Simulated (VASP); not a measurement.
Energy against volume of Ti (hcp). Computed with PBEsol GGA, VASP's PBE PAW potentials (set 64) (plane waves; VASP). Numerical set-up: 520 eV cut-off, 14×14×8 Γ-centred mesh, first-order Methfessel-Paxton smearing of 0.10 eV, potentials Ti_sv.

Shape and ions are relaxed at each volume.

```tsv
V (Å³/atom)	E (eV/atom)
15.691	-8.31569
16.191	-8.33441
16.692	-8.34032
17.193	-8.33503
```

Question: Fit these four points and predict the energy of the run at 17.694 Å³/atom.

Answer: A cubic in V^(−2/3), the third-order Birch-Murnaghan form, passes through the four points with V0 = 16.69 Å³/atom and B0 = 119 GPa, and gives -8.3200 eV/atom there. The run gave -8.3199 eV/atom, +0.1 meV/atom from the fit; all five points give B0 = 119 GPa.

The compound is Ti in the hcp structure. It was relaxed first, which changed the volume by -5 %.
